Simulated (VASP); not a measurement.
Here is the system:

```xyz
2
Lattice="0.0000 3.1650 3.1650 3.1650 0.0000 3.1650 3.1650 3.1650 0.0000" Properties=species:S:1:pos:R:3 pbc="T T T"
Ga     3.1650     0.0000     3.1650
Bi     1.5825     1.5825     1.5825
```

Computed with PBEsol GGA, VASP's PBE PAW potentials (set 64) (plane waves; VASP 6.6.1). Numerical set-up: 400 eV cut-off, Gaussian smearing of 0.050 eV, potentials Ga_d Bi_d.

Unless said otherwise, spin-orbit coupling is left out, though it shifts the bands of the heavy elements here.

Problem. What does the run give for the band gap (along the path) with the smallest direct gap where there is one?

Solution. 
```
Property                                                     Result
-------------------------  ----------------------------------------
band gap (along the path)  none (metal, semimetal or under 0.01 eV)
```

The absolute energy has meaning only against runs of the same code, potentials and settings.

The structure was generated: GaBi was put into the zinc blende type (F-43m), which need not be its known phase. It was relaxed first.
